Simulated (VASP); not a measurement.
Set up this calculation in VASP 6.6.1, as the native input.

```
Task                   : relaxation of cell and atoms
Functional             : PBE
Potentials or basis    : VASP PAW PBE potentials, release 64 (Zr_sv, Al, B, N)
Cutoff                 : 520 eV
k mesh                 : 6 × 6 × 6
Occupations            : gaussian, width 0.1 eV
Spin                   : no spin polarisation
Further INCAR settings : ALGO = Normal; EDIFF = 1e-07; IBRION = 2; POTIM = 0.3; EDIFFG = -0.005; NSW = 60; ISIF = 3
```

The structure of ZrAl3B3N lies in POSCAR:

```
ZrAl3B3N                                
1.0
    3.2074198057      1.8518046910      3.1057986772
   -3.2074198057      1.8518046910      3.1057986772
    0.0000000000     -3.7036093720      3.1057986772
  Zr              Al              B               N             
     1     3     3     1
Direct
     0.0130331243147945    0.0130331243147945    0.0130331243147907
     0.4915724063294700    0.4915724063294700    0.0620301375605286
     0.0620301375605307    0.4915724063294718    0.4915724063294711
     0.4915724063294718    0.0620301375605307    0.4915724063294711
     0.6632760588206362    0.6632760588206362    0.3839389119876593
     0.3839389119876582    0.6632760588206386    0.6632760588206401
     0.6632760588206386    0.3839389119876582    0.6632760588206401
     0.2313009058367937    0.2313009058367937    0.2313009058367926
```

The cell was built by a generator and needn't be a form met in nature.

These files were run (other wordings do the same):

INCAR

```
SYSTEM = ZrAl3B3N
PREC     = Accurate       ! precision mode
ENCUT    = 520            ! plane-wave cutoff, eV
EDIFF    = 1E-7           ! SCF threshold, eV
ISMEAR   = 0              ! smearing method
SIGMA    = 0.1            ! smearing width, eV
LREAL    = .False.        ! projectors in reciprocal space
LASPH    = .True.         ! aspherical terms in the spheres
NELM     = 120            ! most SCF steps
ALGO     = Normal         ! electronic algorithm
ISIF     = 3              ! what is computed and relaxed
LWAVE    = .False.        ! write WAVECAR
LCHARG   = .False.        ! write CHGCAR
GGA      = PE             ! functional
IBRION   = 2              ! ionic algorithm
NSW      = 60             ! ionic steps
EDIFFG   = -0.005         ! ionic threshold
POTIM    = 0.3            ! step
KPAR     = 4
```

KPOINTS

```
regular mesh
0
Gamma
  6 6 6
  0 0 0
```

Potentials or basis: VASP PAW PBE potentials, release 64 (Zr_sv, Al, B, N).

Run with:

```console
$ cat potpaw_PBE.64/Zr_sv/POTCAR potpaw_PBE.64/Al/POTCAR potpaw_PBE.64/B/POTCAR potpaw_PBE.64/N/POTCAR > POTCAR
$ mpirun -np 4 vasp_std > vasp.out
```

It gave:

The pressure after relaxing is 0.0 GPa. The band gap on the k mesh is none (metal or under the smearing width).

Caveat: the relaxation stopped at its first step, so nothing moved.

Run time: 44 s on 4 MPI ranks on Intel(R) Xeon(R) Platinum 8375C CPU @ 2.90GHz (Ice Lake) (shared host), peak memory 0.26 GiB a rank.
